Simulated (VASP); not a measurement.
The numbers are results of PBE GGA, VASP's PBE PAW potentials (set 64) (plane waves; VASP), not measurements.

Input for VASP

POSCAR:
```
Ga2In2N4
1
    3.4456044785    -5.9023521641     0.0000000000
    1.6943919471     2.9347728874     0.0000000000
    0.0000000000     0.0000000000     5.4799674738
In N Ga
2 4 2
Direct
  0.3417364390   0.3417354390   0.4978611145
  0.1582635610   0.6582645610   0.9978611145
  0.3578387234   0.3578377234   0.8927087301
  0.1421612766   0.6421622766   0.3927087301
  0.8108800821   0.3108790821   0.8645253266
  0.6891199179   0.6891209179   0.3645253266
  0.8289269504   0.3289259504   0.4989048288
  0.6710730496   0.6710740496   0.9989048288
```

### KPOINTS
```
Automatic
0
G
4 7 4
```

INCAR:
```
! general
SYSTEM  = Ga2In2N4
PREC    = Accurate
ENCUT   = 500
LREAL   = .FALSE.
LASPH   = .TRUE.

! electronic loop
EDIFF   = 1E-6
NELM    = 100
ALGO    = Normal
LMAXMIX = 4

! smearing
ISMEAR  = 0
SIGMA   = 0.05

! functional
GGA     = PE

! ions
IBRION  = 2
NSW     = 60
ISIF    = 3
EDIFFG  = -0.02

! output
LWAVE   = .FALSE.
LCHARG  = .FALSE.
```

POTCAR, in this order: In_d N Ga_d (PBE.64 set). Program: vasp_std.

The run wrote:

File OUTCAR:
```
 ion  position               nearest neighbor table
   1  0.342  0.342  0.498-   4 2.15   4 2.15   3 2.17   6 2.19   7 3.35   7 3.35   8 3.36   8 3.37
                             2 3.40   2 3.40   2 3.40   2 3.40
   2  0.158  0.658  0.998-   3 2.15   3 2.15   4 2.17   5 2.19   8 3.35   8 3.35   7 3.36   7 3.37
                             1 3.40   1 3.40   1 3.40   1 3.40
   3  0.358  0.358  0.893-   8 1.95   2 2.15   2 2.15   1 2.17
   4  0.142  0.642  0.393-   7 1.95   1 2.15   1 2.15   2 2.17
   5  0.811  0.311  0.865-   7 2.01   8 2.03   8 2.03   2 2.19
   6  0.689  0.689  0.365-   8 2.01   7 2.03   7 2.03   1 2.19
   7  0.829  0.329  0.499-   4 1.95   5 2.01   6 2.03   6 2.03   1 3.35   1 3.35   2 3.36   2 3.37
  LATTYP: Found a simple orthorhombic cell.
 ALAT       =     3.3887838484
 B/A-ratio  =     1.6170897050
 C/A-ratio  =     1.7514121242
 Subroutine PRICEL returns:
 Original cell was already a primitive cell.
 Subroutine GETGRP returns: Found  4 space group operations
The static configuration has the point symmetry C_1h.
 The point group associated with its full space group is C_2v.
The dynamic configuration has the point symmetry C_1h.
 Subroutine INISYM returns: Found  4 space group operations
 Subroutine IBZKPT returns following result:
 Found     45 irreducible k-points:

 Following reciprocal coordinates:
...
```

OSZICAR:
```
       N       E                     dE             d eps       ncg     rms          rms(c)
DAV:   1     0.829211291375E+03    0.82921E+03   -0.33422E+04  3959   0.266E+03
DAV:   2     0.115464799278E+03   -0.71375E+03   -0.69326E+03  4014   0.656E+02
DAV:   3    -0.394482773024E+02   -0.15491E+03   -0.15124E+03  4472   0.250E+02
DAV:   4    -0.533948424182E+02   -0.13947E+02   -0.13820E+02  5078   0.733E+01
DAV:   5    -0.537962904462E+02   -0.40145E+00   -0.39996E+00  5217   0.141E+01    0.181E+01
DAV:   6    -0.450630560039E+02    0.87332E+01   -0.36111E+01  6939   0.597E+01    0.122E+01
DAV:   7    -0.454069261261E+02   -0.34387E+00   -0.46758E+00  4199   0.126E+01    0.424E+00
DAV:   8    -0.453551337281E+02    0.51792E-01   -0.34452E-01  6380   0.532E+00    0.255E+00
DAV:   9    -0.453421468731E+02    0.12987E-01   -0.87277E-02  6485   0.401E+00    0.469E-01
DAV:  10    -0.453408184817E+02    0.13284E-02   -0.10419E-02  6013   0.112E+00    0.319E-01
DAV:  11    -0.453413690871E+02   -0.55061E-03   -0.65063E-03  6989   0.702E-01    0.175E-01
DAV:  12    -0.453415099221E+02   -0.14084E-03   -0.11422E-03  4910   0.257E-01    0.413E-02
DAV:  13    -0.453415222411E+02   -0.12319E-04   -0.11783E-04  5547   0.145E-01    0.332E-02
DAV:  14    -0.453415188844E+02    0.33567E-05   -0.30898E-05  5549   0.534E-02    0.181E-02
DAV:  15    -0.453415200162E+02   -0.11318E-05   -0.75779E-06  4557   0.215E-02    0.518E-03
DAV:  16    -0.453415192880E+02    0.72820E-06   -0.28267E-06  3347   0.207E-02
   1 F= -.45341519E+02 E0= -.45341519E+02  d E =-.453415E+02
       N       E                     dE             d eps       ncg     rms          rms(c)
DAV:   1    -0.453438326234E+02   -0.23126E-02   -0.15021E-01  5185   0.354E+00    0.349E-01
DAV:   2    -0.453426132396E+02    0.12194E-02   -0.12893E-02  5275   0.156E+00    0.154E-01
DAV:   3    -0.453420488579E+02    0.56438E-03   -0.19932E-03  5775   0.852E-01    0.622E-02
DAV:   4    -0.453420129902E+02    0.35868E-04   -0.54195E-04  6331   0.324E-01    0.395E-02
DAV:   5    -0.453420120008E+02    0.98940E-06   -0.10778E-04  4903   0.872E-02    0.226E-02
DAV:   6    -0.453420105714E+02    0.14294E-05   -0.10957E-05  5776   0.265E-02    0.839E-03
DAV:   7    -0.453420104273E+02    0.14415E-06   -0.20830E-06  2655   0.175E-02
   2 F= -.45342010E+02 E0= -.45342010E+02  d E =-.491139E-03
       N       E                     dE             d eps       ncg     rms          rms(c)
DAV:   1    -0.453420212622E+02   -0.10691E-04   -0.66612E-04  5191   0.235E-01    0.235E-02
DAV:   2    -0.453420158837E+02    0.53785E-05   -0.56892E-05  5222   0.103E-01    0.103E-02
DAV:   3    -0.453420131869E+02    0.26968E-05   -0.88788E-06  4959   0.561E-02    0.401E-03
DAV:   4    -0.453420126621E+02    0.52479E-06   -0.20607E-06  2613   0.243E-02
   3 F= -.45342013E+02 E0= -.45342013E+02  d E =-.493374E-03
       N       E                     dE             d eps       ncg     rms          rms(c)
DAV:   1    -0.453427659409E+02   -0.75275E-03   -0.16548E-01  5154   0.287E+00    0.258E-01
DAV:   2    -0.453425126037E+02    0.25334E-03   -0.76972E-03  5207   0.115E+00    0.912E-02
DAV:   3    -0.453424008144E+02    0.11179E-03   -0.13515E-03  5836   0.579E-01    0.543E-02
DAV:   4    -0.453423920720E+02    0.87423E-05   -0.28407E-04  6628   0.277E-01    0.352E-02
DAV:   5    -0.453423930520E+02   -0.97994E-06   -0.60817E-05  5260   0.591E-02    0.143E-02
DAV:   6    -0.453423934042E+02   -0.35225E-06   -0.34414E-06  3390   0.315E-02
   4 F= -.45342393E+02 E0= -.45342393E+02  d E =-.380742E-03
       N       E                     dE             d eps       ncg     rms          rms(c)
DAV:   1    -0.453427020189E+02   -0.30897E-03   -0.12218E-01  5154   0.247E+00    0.222E-01
DAV:   2    -0.453425114571E+02    0.19056E-03   -0.56883E-03  5205   0.991E-01    0.783E-02
DAV:   3    -0.453424285134E+02    0.82944E-04   -0.10043E-03  5852   0.502E-01    0.470E-02
DAV:   4    -0.453424225168E+02    0.59966E-05   -0.21054E-04  6620   0.239E-01    0.308E-02
DAV:   5    -0.453424235509E+02   -0.10341E-05   -0.45920E-05  5278   0.508E-02    0.125E-02
DAV:   6    -0.453424238714E+02   -0.32050E-06   -0.23713E-06  2814   0.279E-02
   5 F= -.45342424E+02 E0= -.45342424E+02  d E =-.411209E-03
       N       E                     dE             d eps       ncg     rms          rms(c)
DAV:   1    -0.453419033496E+02    0.52020E-03   -0.22874E-01  4255   0.288E+00    0.214E-01
DAV:   2    -0.453426456522E+02   -0.74230E-03   -0.11072E-02  4897   0.115E+00    0.621E-02
DAV:   3    -0.453426714021E+02   -0.25750E-04   -0.11018E-03  6554   0.418E-01    0.556E-02
DAV:   4    -0.453426543879E+02    0.17014E-04   -0.86659E-05  6342   0.151E-01    0.283E-02
DAV:   5    -0.453426506164E+02    0.37715E-05   -0.28904E-05  5842   0.700E-02    0.927E-03
DAV:   6    -0.453426501398E+02    0.47657E-06   -0.38883E-06  3415   0.172E-02
   6 F= -.45342650E+02 E0= -.45342650E+02  d E =-.226268E-03
       N       E                     dE             d eps       ncg     rms          rms(c)
DAV:   1    -0.453426476996E+02    0.29168E-05   -0.10863E-03  4302   0.199E-01    0.149E-02
DAV:   2    -0.453426511979E+02   -0.34983E-05   -0.52839E-05  4940   0.793E-02    0.449E-03
DAV:   3    -0.453426512272E+02   -0.29304E-07   -0.40886E-06  3424   0.273E-02
   7 F= -.45342651E+02 E0= -.45342651E+02  d E =-.227356E-03
       N       E                     dE             d eps       ncg     rms          rms(c)
DAV:   1    -0.453427821739E+02   -0.13098E-03   -0.57530E-02  4962   0.158E+00    0.113E-01
DAV:   2    -0.453428232185E+02   -0.41045E-04   -0.21042E-03  5246   0.474E-01    0.383E-02
DAV:   3    -0.453428037214E+02    0.19497E-04   -0.17190E-04  5892   0.157E-01    0.206E-02
DAV:   4    -0.453427966303E+02    0.70912E-05   -0.24041E-05  6686   0.809E-02    0.101E-02
DAV:   5    -0.453427958135E+02    0.81678E-06   -0.91314E-06  4380   0.291E-02
   8 F= -.45342796E+02 E0= -.45342796E+02  d E =-.144586E-03
```

### OUTCAR
```
------------------------ aborting loop because EDIFF is reached ----------------------------------------
  FORCE on cell =-STRESS in cart. coord.  units (eV):
  Direction    XX          YY          ZZ          XY          YZ          ZX
  --------------------------------------------------------------------------------------
  Total       -0.0725959     -0.0386253     -0.0118472      0.0294194      0.0000000      0.0000000
  in kB       -1.0543112     -0.5609556     -0.1720574      0.4272589      0.0000000      0.0000000
  external PRESSURE =      -0.5957747 kB  Pullay stress =       0.0000000 kB
  volume of cell :      110.32
      direct lattice vectors                 reciprocal lattice vectors
     3.459892048 -5.906430032  0.000000000     0.145561020 -0.084039696  0.000000000
     1.692585822  2.931644588  0.000000000     0.293264056  0.171789384  0.000000000
     0.000000000  0.000000000  5.477563718     0.000000000  0.000000000  0.182562915
 POSITION                                       TOTAL-FORCE (eV/Angst)
 -----------------------------------------------------------------------------------
      1.76825     -1.02090      2.73114        -0.003687      0.002129      0.002816
      1.65428      0.99933      5.46993         0.003687     -0.002129      0.002816
      1.83765     -1.06097      4.89519        -0.007598      0.004387     -0.002673
      1.58488      1.03940      2.15640         0.007598     -0.004387     -0.002673
      3.32992     -3.87697      4.73215        -0.014371      0.008297     -0.002812
      3.55250     -2.05103      1.99337         0.014371     -0.008297     -0.002812
      3.43055     -3.93506      2.72673         0.001031     -0.000595      0.002670
      3.45187     -1.99294      5.46551        -0.001031      0.000595      0.002670
 -----------------------------------------------------------------------------------
    total drift:                                0.000107      0.006947     -0.001891
  FREE ENERGIE OF THE ION-ELECTRON SYSTEM (eV)
  ---------------------------------------------------
  free  energy   TOTEN  =       -45.3427958135 eV

  energy  without entropy=      -45.3427957813  energy(sigma->0) =      -45.34279580

 reached required accuracy - stopping structural energy minimisation
```
(Selected blocks of OUTCAR.)

### CONTCAR
```
Ga2In2N4
   1.00000000000000
     3.4598920481079825   -5.9064300315606637    0.0000000000000000
     1.6925858215517815    2.9316445884122855    0.0000000000000000
     0.0000000000000000    0.0000000000000000    5.4775637177558378
  In              N               Ga
     2     4     2
Direct
     0.3431842275532740    0.3431832275530906    0.4986055573365277
     0.1568157724467260    0.6568167724469095    0.9986055573365276
     0.3566549178081751    0.3566539178083462    0.8936794820465613
     0.1433450821918249    0.6433460821916538    0.3936794820465613
     0.8105260724449249    0.3105250724449204    0.8639146561752168
     0.6894739275550751    0.6894749275550797    0.3639146561752167
     0.8300557066751413    0.3300547066749536    0.4978003044416920
     0.6699442933248587    0.6699452933250463    0.9978003044416921
```

The structure was generated: Ga2In2N4 was put into an ordered model structure (Pmn2_1), which need not be its known phase. This run relaxes it. Symmetry was kept, so distortions that lower it aren't found. The start is the result of an earlier pass.
